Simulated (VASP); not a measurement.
The system is Cl2GaH, in a box.

```
Cl Ga H
1.0
    12.00000    0.00000    0.00000
     0.00000   13.00000    0.00000
     0.00000    0.00000   11.00000
Cl Ga H
2 1 1
Direct
  0.37725 0.49802 0.44085
  0.62492 0.38412 0.56533
  0.54770 0.51672 0.48940
  0.61078 0.61911 0.47086
```

Base run:

```yaml
Program: VASP 6.6.1
Functional: PBE
Potentials_or_basis: VASP PAW PBE potentials, release 64 (Cl, Ga_d, H)
Cutoff: 520 eV
k_mesh: 1 × 1 × 1
Occupations: gaussian, width 0.01 eV
Spin: no spin polarisation
```

Its results: gap between the frontier levels 5.21 eV; largest force 0.241 eV/Å.

**Question.** After a change of settings the same cell gave: gap between the frontier levels 7.80 eV; largest force 0.381 eV/Å. Which change was it?
A. functional from PBE to r2SCAN0; dispersion from none to D3(BJ)
B. functional from PBE to SCAN; further incar settings from ALGO = Normal; EDIFF = 1e-07 to ALGO = Normal; EDIFF = 1e-06
C. functional from PBE to BLYP; further incar settings from ALGO = Normal; EDIFF = 1e-07 to ALGO = Fast; EDIFF = 1e-07; NBANDS = 22
D. dispersion from none to TS

**Answer.** A.

Caveats: the PAW data sets were made with another functional, which shifts forces and pressure a little (some runs).

Not every run made on this cell is shown here.
